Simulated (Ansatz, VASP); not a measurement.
# Cross-check of SnMoPd (SnMoPd in the AlB2 type) between VASP and Ansatz, part 2 of 2

One calculation is typed for both programs; each brings its own data sets. How far apart do they land? The cell is generated by rule, not measured, and may not be a known phase. Of the first pair: The two relaxations start from unlike cells of this crystal (the structure described is Ansatz's start), so only their ends are compared.

VASP 6.6.1 and Ansatz 0.2.0.

So far: The starting structure; Ansatz: relaxation of cell and atoms, PBE, pair 1; VASP: relaxation of cell and atoms, PBE, pair 1; Side by side.

## 5. VASP: relaxation of cell and atoms, PBE, pair 2

Level of this step: PBE; plane waves and PAW (Mo_sv, Sn_d, Pd); invented cell (VASP).

The relaxed volume is the usual yardstick between codes: in a stiff, nearly cubic crystal its relative difference is about their pressure difference at one cell divided by the bulk modulus. Its start cell is another than that of the pair before, and may be another structure of the material.

INCAR reads:

```
SYSTEM = SnMoPd
PREC = Accurate
ENCUT = 500
EDIFF = 1E-07
NELM = 120
ISMEAR = 0
SIGMA = 0.1
LREAL = .FALSE.
ALGO = Normal
GGA = PE
NBANDS = 25
LASPH = .TRUE.
LORBIT = 11
LWAVE = .FALSE.
LCHARG = .FALSE.
ISIF = 3
IBRION = 2
NSW = 80
EDIFFG = -0.005
GGA_COMPAT = .FALSE.
NELMIN = 4
KPAR = 2
```

POSCAR reads:

```
SnMoPd
1.0
    4.5490300000      0.0000000000      0.0000000000
   -2.2745150000      3.9395760000      0.0000000000
    0.0000000000      0.0000000000      2.9360820000
Mo Sn Pd
1 1 1
Direct
    0.0000000000      0.0000000000      0.0000000000
    0.3333333333      0.6666666667      0.5000000000
    0.6666666667      0.3333333333      0.5000000000
```

KPOINTS reads:

```
Automatic mesh
0
Gamma
9 9 10
0 0 0
```

The projector-augmented-wave data sets are Mo_sv, Sn_d and Pd (PBE family, release 64).

On the command line:

```sh
> mpirun -np 2 vasp_std
```

Numbers of over 12 decimals in the logs are rounded to 6 here.

The log of the run:

```text
[... set-up lines as in an earlier step ...]
 entering main loop
       N       E                     dE             d eps       ncg     rms          rms(c)
DAV:   1     0.371135651200E+03    0.37114E+03   -0.18965E+04  3677   0.210E+03
DAV:   2     0.772107571062E+01   -0.36341E+03   -0.35425E+03  3776   0.531E+02
DAV:   4    -0.207272325546E+02   -0.66723E+00   -0.66449E+00  4082   0.213E+01
DAV:   5    -0.207425590313E+02   -0.15326E-01   -0.15323E-01  4706   0.336E+00    0.124E+01
[...]
DAV:  14    -0.196056785255E+02    0.19799E-06   -0.63455E-07  3795   0.657E-03    0.162E-03
DAV:  15    -0.196056783817E+02    0.14384E-06   -0.93161E-08  2041   0.280E-03    0.440E-04
DAV:  16    -0.196056783391E+02    0.42539E-07   -0.21317E-08  1911   0.122E-03
   1 F= -.19605678E+02 E0= -.19596229E+02  d E =-.196057E+02
[...]
2 F= -.19606108E+02 E0= -.19596598E+02  d E =-.430053E-03
[...]
3 F= -.19606204E+02 E0= -.19596713E+02  d E =-.525262E-03
[...]
4 F= -.19606215E+02 E0= -.19596733E+02  d E =-.110458E-04
[...]
5 F= -.19606267E+02 E0= -.19596781E+02  d E =-.630509E-04
[...]
reached required accuracy - stopping structural energy minimisation
```

From OUTCAR (step 5):

```text
  Total        0.0036694      0.0036694      0.0030406      0.0000000      0.0000000      0.0000000
  in kB        0.1116519      0.1116520      0.0925184      0.0000000      0.0000000      0.0000000
  external PRESSURE =       0.1052741 kB  Pullay stress =       0.0000000 kB

 POSITION                                       TOTAL-FORCE (eV/Angst)
 -----------------------------------------------------------------------------------
      0.00000      0.00000      0.00000         0.000000      0.000000      0.000000
     -0.00000      2.63124      1.46364         0.000000     -0.000000      0.000000
      2.27872      1.31562      1.46364        -0.000000      0.000000      0.000000
 -----------------------------------------------------------------------------------
    total drift:                                0.000001     -0.000000     -0.000000

  FREE ENERGIE OF THE ION-ELECTRON SYSTEM (eV)
  ---------------------------------------------------
  free  energy   TOTEN  =       -19.6062666523 eV

  energy  without entropy=      -19.5872946556  energy(sigma->0) =      -19.59678065

[... 1 part as in an earlier step ...]

[... 3 further parts left out ...]
[key lines of the parts left out:]
E-fermi :  11.0420
```

## 6. Ansatz: relaxation of cell and atoms, PBE, pair 2

The same cell, functional, mesh and smearing now go to Ansatz, which takes its cutoff from its data sets.

The cell is taken from a series of runs on this material, whose earlier steps may have relaxed, scaled, displaced or heated it; both programs get it as it stands.

input.yaml reads:

```yaml
crystal:
  lattice:
    - [4.5490304667, 0.0, 0.0]
    - [-2.2745152333, 3.9395759467, 0.0]
    - [0.0, 0.0, 2.9360819829]
  atoms:
    - { symbol: Mo, position: [0.0, 0.0, 0.0] }
    - { symbol: Sn, position: [0.3333333333, 0.6666666667, 0.5] }
    - { symbol: Pd, position: [0.6666666667, 0.3333333333, 0.5] }
kpoints:
  mp_grid: { grid: [9, 9, 10] }
hamiltonian:
  xc: pbe
  pseudopotentials: { kind: paw, azcp: { folder: soft_1 } }
scf:
  occupations: { method: gaussian, width: 0.1 }
output:
  forces: true
  stress: true
  eigenvalues: true
relax:
  adjacent_minimum: "off"
  f_tol: 0.005
  max_steps: 80
  cell: { stress_tol: 0.05 }
```

On the command line:

```sh
> ansatz run input.yaml --threads 4 --pin off --max-ram 12288MiB --backend cpu --events-out ev --progress --plain --runs-dir out
```

The log of the run:

```text
[...]
Crystal: 3 atoms, lattice volume = 52.618 Å³
Basis set: ecut = 420 eV, 1023 PW (Γ), exchange–correlation on 64×64×40 points (8 copies of the dense FFT grid, shifted against one another)
Bands: 28, of which v1, the nominal top of the filled ones, is band 23 counted from 1 (22 counted from 0)
Symmetry: 12 space group operations
[...]
k-points: 72 of 810 (time reversal used)
[...]
--- Relaxed structure (5 steps of the walk, 4 accepted, 1 SCFs on fresh bases) ---
[...]
cell:  # Å, volume = 52.6056 Å³
    - [4.555215, -2.8906801280794884e-11, 0.0]
    - [-2.277608, 3.944932, 0.0]
    - [0.0, 0.0, 2.927409]
  atoms:
    - { symbol: Mo, position: [0, 0, 0.0] }
    - { symbol: Sn, position: [0.333333, 0.666667, 0.500000] }
    - { symbol: Pd, position: [0.666667, 0.333333, 0.500000] }
[key lines of the parts left out:]
SCF converged after 8 iterations
Free energy (F): -17952.861544 eV
Fermi energy:    17.799836 eV
P = ⅓ Tr σ = -0.0001 GPa (-0.001 kbar)
```

## 7. Side by side

What differs besides the data sets and the points named for the pairs above, as far as they apply: the data sets hold 46 valence electrons in Ansatz (on its PAW soft_1 files) and 38 in VASP. Total energies have different zeros and are not compared.

The two programs side by side:

```csv
quantity,Ansatz,VASP,difference
volume (Å³),52.61,52.65,-0.09 %
"edge a after relaxation, in the typed setting (Å)",4.555,4.557,-0.05 %
"edge c after relaxation, in the typed setting (Å)",2.927,2.927,+0.00 %
```

## 8. Ansatz: zone-centre phonons, PBE

Second derivatives magnify differences that forces hide, and they need a tight electronic threshold.

The cell is taken from a series of runs on this material, whose earlier steps may have relaxed, scaled, displaced or heated it; both programs get it as it stands.

input.yaml reads:

```yaml
crystal:
  lattice:
    - [4.5542859124, 0.0, 0.0]
    - [-2.2771429562, 3.9441272963, 0.0]
    - [0.0, 0.0, 2.9282076121]
  atoms:
    - { symbol: Mo, position: [0.0, 0.0, 0.0] }
    - { symbol: Sn, position: [0.3333333333, 0.6666666667, 0.5] }
    - { symbol: Pd, position: [0.6666666667, 0.3333333333, 0.5] }
kpoints:
  mp_grid: { grid: [4, 4, 6] }
hamiltonian:
  xc: pbe
  pseudopotentials: { kind: paw, azcp: { folder: soft_1 } }
scf:
  occupations: { method: methfessel_paxton, width: 0.2 }
output:
  eigenvalues: true
phonons:
  method: dfpt
  qmesh: [2, 2, 2]
  temperatures: { t_max: 1000, t_step: 50 }
  qpath:
    path:
      - [[0.0, 0.0, 0.0], [0.5, 0.0, 0.0], [0.33333333, 0.33333333, 0.0], [0.0, 0.0, 0.0], [0.0, 0.0, 0.5], [0.5, 0.0, 0.5], [0.33333333, 0.33333333, 0.5], [0.0, 0.0, 0.5]]
      - [[0.5, 0.0, 0.5], [0.5, 0.0, 0.0]]
      - [[0.33333333, 0.33333333, 0.5], [0.33333333, 0.33333333, 0.0]]
    npoints: 10
```

The log of the run:

```text
[...]
largest difference from the sums on the solved wave vectors: F 6.44e-2 eV, S 9.01e-5 and C_V 2.61e-5 eV/K
  zero-point energy: 0.066082 eV/cell   skipped modes (ω ≤ 0): 208, of them read as no rigid motion or as one in doubt: 205 (5.760e-1 modes/cell left out, lowest -100.92 cm⁻¹)   left out of the sums: 6.41e-2 of the cell's modes: C_V's classical limit lies that fraction below 3 k_B per atom; for a crystal, a wire or a layer, F and S can be off by more, and a phonons.interpolated_qmesh denser along its periods is the remedy for the sampling
[key lines of the parts left out:]
SCF converged after 12 iterations
Free energy (F): -17952.854316 eV
Fermi energy:    17.803652 eV
```

## 9. VASP: zone-centre phonons, PBE

The same cell, functional, mesh and smearing now go to VASP, with its own data sets.

INCAR reads:

```
SYSTEM = SnMoPd
PREC = Accurate
ENCUT = 500
EDIFF = 1E-08
NELM = 120
ISMEAR = 1
SIGMA = 0.2
LREAL = .FALSE.
ALGO = Normal
GGA = PE
NBANDS = 25
LASPH = .TRUE.
LORBIT = 11
LWAVE = .FALSE.
LCHARG = .FALSE.
ISIF = 2
IBRION = 8
GGA_COMPAT = .FALSE.
KPAR = 2
```

POSCAR reads:

```
SnMoPd
1.0
    4.5542859124      0.0000000000      0.0000000000
   -2.2771429562      3.9441272963      0.0000000000
    0.0000000000      0.0000000000      2.9282076121
Mo Sn Pd
1 1 1
Direct
    0.0000000000      0.0000000000      0.0000000000
    0.3333333333      0.6666666667      0.5000000000
    0.6666666667      0.3333333333      0.5000000000
```

KPOINTS reads:

```
Automatic mesh
0
Gamma
4 4 6
0 0 0
```

On the command line:

```sh
> mpirun -np 2 vasp_std
```

The log of the run:

```text
[... set-up lines as in an earlier step ...]
 entering main loop
       N       E                     dE             d eps       ncg     rms          rms(c)
DAV:   1     0.367471951999E+03    0.36747E+03   -0.18666E+04   816   0.208E+03
DAV:   2     0.614353022249E+01   -0.36133E+03   -0.35322E+03   864   0.521E+02
DAV:   3    -0.200667832482E+02   -0.26210E+02   -0.25487E+02   953   0.129E+02
DAV:   4    -0.207228371418E+02   -0.65605E+00   -0.65299E+00   926   0.212E+01
[...]
DAV:  16    -0.195990378213E+02    0.44290E-07   -0.22205E-08   542   0.107E-03    0.237E-04
DAV:  17    -0.195990378107E+02    0.10637E-07   -0.19556E-09   421   0.442E-04    0.109E-04
DAV:  18    -0.195990378066E+02    0.40673E-08   -0.60312E-10   410   0.250E-04
   1 F= -.19599038E+02 E0= -.19596616E+02  d E =-.726491E-02
 Linear response reoptimize wavefunctions to high precision
DAV:   1    -0.195990378084E+02   -0.17326E-08   -0.17385E-10   414   0.146E-04
DAV:   2    -0.195990378083E+02    0.81855E-11   -0.45456E-11   409   0.680E-05
 Linear response DOF=           6
 Linear response progress:
[...]
RMM:  11    -0.263368374743E+00    0.96130E-07    0.96830E-08  4139   0.417E-05    0.360E-06
RMM:  12    -0.263368389031E+00   -0.14288E-07    0.94520E-08  4112   0.320E-05    0.141E-06
RMM:  13    -0.263368393107E+00   -0.40769E-08    0.84984E-08  3320   0.283E-05    0.476E-07
 first order change of Fermi-energy   0.17037E-03
 force on displaced ion       3 direction 1 :  -9.909   0.002   0.000
 Linear response progress:
  Degree of freedom:   6/  6
       N       E                     dE             d eps       ncg     rms          rms(c)
RMM:   1    -0.251949856717E+00   -0.25195E+00   -0.25942E-01  1557   0.229E+00
RMM:   2    -0.250446081392E+00    0.15038E-02   -0.20832E-02  1583   0.572E-01    0.104E-01
RMM:   3    -0.250455307083E+00   -0.92257E-05   -0.38282E-04  1631   0.103E-01    0.609E-02
RMM:   4    -0.250548902526E+00   -0.93595E-04   -0.55667E-04  1663   0.905E-02    0.194E-02
[...]
RMM:  13    -0.250402845113E+00   -0.12428E-06   -0.17627E-08  1672   0.332E-05    0.120E-06
RMM:  14    -0.250402866082E+00   -0.20969E-07   -0.31914E-09  1537   0.221E-05    0.729E-07
RMM:  15    -0.250402862187E+00    0.38953E-08   -0.61323E-09   996   0.194E-05    0.246E-07
 first order change of Fermi-energy   0.19498E-03
 force on displaced ion       3 direction 3 :   0.000  -0.000  -1.305
 Linear response finished
```

Parts of OUTCAR (step 9):

```text
  Total        0.1058177      0.1058177     -0.1210394     -0.0000000      0.0000000     -0.0000000
  in kB        3.2232635      3.2232635     -3.6869237     -0.0000000      0.0000000     -0.0000000
  external PRESSURE =       0.9198677 kB  Pullay stress =       0.0000000 kB

 POSITION                                       TOTAL-FORCE (eV/Angst)
 -----------------------------------------------------------------------------------
      0.00000      0.00000      0.00000        -0.000000     -0.000000      0.000000
     -0.00000      2.62942      1.46410         0.000000     -0.000000      0.000000
      2.27714      1.31471      1.46410        -0.000000      0.000000      0.000000
 -----------------------------------------------------------------------------------
    total drift:                                0.000001     -0.000001     -0.000000

[... 2 further parts left out ...]
```

## 10. Comparison

What differs besides the data sets and the points named for the pairs above, as far as they apply: VASP's run holds the zone centre alone; the data sets hold 46 valence electrons in Ansatz (on its PAW soft_1 files) and 38 in VASP. Total energies have different zeros and are not compared.

Both answers:

```csv
quantity,Ansatz,VASP,difference
optical mode 1 (cm⁻¹),42.7,41.1,+1.6
optical mode 2 (cm⁻¹),118.3,118.4,-0.07 %
optical mode 3 to 4 (cm⁻¹),150.2,150.8,-0.42 %
optical mode 5 to 6 (cm⁻¹),213.8,214.5,-0.33 %
```

Modes are paired by rising frequency, not by their patterns, so a pair may set unlike modes beside each other; they are those without the splitting of longitudinal modes.

## 11. What came out

```
difference in volume (relaxation of cell and atoms, PBE, pair 1)                                                  : -0.11 %
difference in volume (relaxation of cell and atoms, PBE, pair 2)                                                  : -0.094 %
r.m.s. difference of the optical zone-centre modes, each program's sorted by frequency (zone-centre phonons, PBE) : 0.85 cm⁻¹
```

In words: The difference in volume is -0.11 % (relaxation of cell and atoms, PBE, pair 1), within the 1.2 % picked in this series as the mark of a large difference, as far as the stopping tolerances let one tell. The data sets hold unlike numbers of valence electrons (46 in Ansatz and 38 in VASP), so part of the differences comes from the potentials. Such differences can come from data sets, numerical settings and the points named under the comparisons, not from the functional's error against experiment.

[Lines on the potential files, build, host, timing and source positions are cut from VASP's logs without a mark.]

[Logs are printed without paths, hosts, clocks, repeated set-up lines and the standing remarks that a program may print on its own settings, such as how far it seeks lower states.]

[Hosts, paths, dates, database ids (printed as entryN), source tags and the programs' standing remarks are cut or masked in the printed files.]
